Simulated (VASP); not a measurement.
# Cu3Pt: convergence with the k-mesh and plane-wave cutoff, part 3 of 3

Aim: find how far the k-mesh and plane-wave cutoff must be pushed for Cu3Pt, and what that costs. The series runs use PBEsol. The start is a cell from a database of measured crystal structures.

VASP 6.6.1; PBEsol; plane waves and PAW (Cu, Pt).

Still holding for the runs below: This run has no spin polarisation. Its electron count is odd, so without a moment it is a metal by construction. The k-mesh is coarse for a metal.

So far. Step 15 (Plane-wave cutoff: ENCUT = 380): Against the run before the energy moves by +3.19 meV an atom and the pressure by -0.23 GPa, after 15 cycles in 2.4 s.

## Step 16: Plane-wave cutoff: ENCUT = 470 (continued)

Parts of OUTCAR (step 16):

```text
  Total       -1.8651510     -1.8651510     -1.8651510      0.0000000      0.0000000      0.0000000
  in kB      -58.5198011    -58.5198011    -58.5198011      0.0000000      0.0000000      0.0000000
  external PRESSURE =     -58.5198011 kB  Pullay stress =       0.0000000 kB

  FREE ENERGIE OF THE ION-ELECTRON SYSTEM (eV)
  ---------------------------------------------------
  free  energy   TOTEN  =       -20.3962490088 eV

  energy  without entropy=      -20.3832149562  energy(sigma->0) =      -20.38973198

[... 2 parts as in an earlier step ...]

[... 2 further parts left out ...]
[key lines of the parts left out:]
E-fermi :   8.0923
```

Against the run before the energy moves by +2.06 meV an atom and the pressure by +0.16 GPa, after 15 cycles in 3 s.

## Step 17: Plane-wave cutoff: ENCUT = 590

Contents of INCAR:

```
SYSTEM = Cu3Pt
PREC = Accurate
ENCUT = 590
EDIFF = 1E-06
NELM = 100
ISMEAR = -1
SIGMA = 0.05
LREAL = .FALSE.
ALGO = Normal
GGA = PS
NBANDS = 27
LASPH = .TRUE.
LORBIT = 11
LWAVE = .FALSE.
LCHARG = .FALSE.
KPAR = 4
ISIF = 2
```

Contents of POSCAR:

```
Cu3Pt
1.0
    3.7100000000      0.0000000000      0.0000000000
    0.0000000000      3.7100000000      0.0000000000
    0.0000000000      0.0000000000      3.7100000000
Cu Pt
3 1
Direct
    0.0000000000      0.5000000000      0.5000000000
    0.5000000000      0.0000000000      0.5000000000
    0.5000000000      0.5000000000      0.0000000000
    0.0000000000      0.0000000000      0.0000000000
```

Contents of KPOINTS:

```
Automatic mesh
0
Gamma
5 5 5
0 0 0
```

PAW data sets: Cu and Pt (PBE family, release 64).

On the command line:

```sh
mpirun -np 4 vasp_std
```

The program printed:

```text
[... set-up lines as in an earlier step ...]
 entering main loop
       N       E                     dE             d eps       ncg     rms          rms(c)
DAV:   1     0.346254811981E+03    0.34625E+03   -0.21710E+04   564   0.283E+03
DAV:   2     0.967046382776E+01   -0.33658E+03   -0.32531E+03   546   0.441E+02
DAV:   3    -0.229561564158E+02   -0.32627E+02   -0.30987E+02   609   0.175E+02
DAV:   4    -0.241359645800E+02   -0.11798E+01   -0.11703E+01   781   0.366E+01
[...]
DAV:  13    -0.203988111156E+02   -0.71507E-06   -0.31836E-05   740   0.731E-02    0.125E-02
DAV:  14    -0.203988081514E+02    0.29642E-05   -0.30263E-06   413   0.387E-02    0.881E-03
DAV:  15    -0.203988077487E+02    0.40267E-06   -0.96050E-06   573   0.297E-02
   1 F= -.20398808E+02 E0= -.20392292E+02  d E =-.130311E-01
```

Run time: 3.6 s. Hardware: 4 MPI ranks of AMD EPYC 9R45, shared host; peak memory 0.59 GiB.

Parts of OUTCAR (step 17):

```text
  Total       -1.7432624     -1.7432624     -1.7432624      0.0000000      0.0000000     -0.0000000
  in kB      -54.6955020    -54.6955020    -54.6955020      0.0000000      0.0000000     -0.0000000
  external PRESSURE =     -54.6955020 kB  Pullay stress =       0.0000000 kB

 POSITION                                       TOTAL-FORCE (eV/Angst)
 -----------------------------------------------------------------------------------
      0.00000      1.85500      1.85500         0.000000      0.000000      0.000000
      1.85500      0.00000      1.85500         0.000000      0.000000      0.000000
      1.85500      1.85500      0.00000         0.000000      0.000000      0.000000
      0.00000      0.00000      0.00000         0.000000      0.000000      0.000000
 -----------------------------------------------------------------------------------
    total drift:                                0.000000      0.000000     -0.000000

  FREE ENERGIE OF THE ION-ELECTRON SYSTEM (eV)
  ---------------------------------------------------
  free  energy   TOTEN  =       -20.3988077487 eV

  energy  without entropy=      -20.3857766714  energy(sigma->0) =      -20.39229221

[... 1 part as in an earlier step ...]

[... 2 further parts left out ...]
[key lines of the parts left out:]
E-fermi :   8.0927
```

Against the run before the energy moves by -0.64 meV an atom and the pressure by +0.38 GPa, after 15 cycles in 3.6 s.

## Step 18: The plane-wave cutoff series as a table

This step: convergence of PBEsol results with the cutoff; plane waves and PAW (VASP 6.6.1).

This step runs nothing: it gathers the runs above.

Differences are taken from the run with ENCUT = 590. Results of the series, by row:

| setting | status | energy less the reference (meV/atom) | pressure (GPa) | SCF cycles | wall time (s) |
| --- | --- | --- | --- | --- | --- |
| ENCUT = 180 | converged | 3841 | -480.5 | 14 | 1.4 |
| ENCUT = 220 | converged | 507.3 | -105.5 | 15 | 1.8 |
| ENCUT = 270 | converged | 24.97 | -16.94 | 15 | 2.2 |
| ENCUT = 300 | converged | -1.364 | -7.715 | 15 | 2.4 |
| ENCUT = 340 | converged | -4.606 | -5.777 | 15 | 2.4 |
| ENCUT = 380 | converged | -1.418 | -6.007 | 15 | 2.4 |
| ENCUT = 470 | converged | 0.6401 | -5.852 | 15 | 3 |
| ENCUT = 590 | converged | 0 | -5.47 | 15 | 3.6 |

## Step 19: What came out

| Quantity | Value |
| --- | --- |
| k-mesh from which the energy stays within 10 meV/atom of the reference | 4 4 4 |
| k-mesh from which the energy stays within 1 meV/atom of the reference | 9 9 9 |
| k-mesh from which the pressure stays within 0.2 GPa of the reference | 5 5 5 |
| spread of the pressure over the k-mesh | 1.43 GPa |
| spread of the energy over the k-mesh | 258 meV/atom |
| plane-wave cutoff from which the energy stays within 10 meV/atom of the reference | ENCUT = 300 |
| plane-wave cutoff from which the energy stays within 1 meV/atom of the reference | ENCUT = 470 |
| plane-wave cutoff from which the pressure stays within 0.2 GPa of the reference | none before the reference itself |
| spread of the pressure over the plane-wave cutoff | 475 GPa |
| spread of the energy over the plane-wave cutoff | 3846 meV/atom |

In words: From 9 9 9 on, the energy stays within 1 meV an atom of the reference, at 76 % of its time. The pressure holds within 0.2 GPa from 5 5 5 on. The energy swings above and below the reference, since the sum over k-points is not variational. A metal's Fermi surface slows this convergence. From ENCUT = 470 on, the energy stays within 1 meV an atom of the reference, at 83 % of its time. The pressure doesn't settle within 0.2 GPa before the reference. These cutoffs are 0.6 to 2 times the default of the data sets, about 300 eV; at the default the run is off by -1.4 meV an atom, -2.25 GPa, and at 1.3 times by -1.4 meV an atom, -0.54 GPa. Energy differences between like cells converge faster than these totals. Differences are taken from the run with 11 11 11, which is itself not the exact limit. Forces vanish by symmetry in this cell, so the series can't test them. The run at 2 2 2 is over 30 meV an atom or 2 GPa off and describes the material poorly. The runs at ENCUT = 180; ENCUT = 220; ENCUT = 270; ENCUT = 300 are over 30 meV an atom or 2 GPa off and describe the material poorly.

[Lines on the potential files, build, host, timing and source positions are cut from VASP's logs without a mark.]

[Logs are printed without paths, hosts, clocks, repeated set-up lines and the standing remarks that a program may print on its own settings, such as how far it seeks lower states.]

[Hosts, paths, dates, database ids (printed as entryN), source tags and the programs' standing remarks are cut or masked in the printed files.]

[A measured line is paired with the nearest computed mode of its activity, which favours agreement.]
